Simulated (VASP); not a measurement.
# TlHg (space group Pm-3m): computed properties

These are PBEsol GGA, VASP's PBE PAW potentials (set 64) (plane waves; VASP 6.6.1) values and carry that method's errors.

- space group: Pm-3m (221)
- cell: a = 3.748 Å, b = 3.748 Å, c = 3.748 Å, α = 90.00°, β = 90.00°, γ = 90.00°
- volume per atom: 26.33 Å³/atom
- band gap (over mesh and band path): none (metal, semimetal or under 0.01 eV)
- density: 12.77 g/cm³

```
HgTl
1.0
    3.74835     0.00000     0.00000
    0.00000     3.74835     0.00000
    0.00000     0.00000     3.74835
Tl Hg
1 1
Direct
  0.50000   0.50000   0.50000
  0.00000   0.00000   0.00000
```

Unless said otherwise, spin-orbit coupling is left out, though it shifts the bands of the heavy elements here.

The structure comes from a computed database's TlHg entry (Pm-3m); how it stands against other phases isn't given here. It was relaxed first, which changed the volume by -7 %. Symmetry was kept, so distortions that lower it aren't found. The electron count is odd and the run is not spin-polarised, which forces a metal.
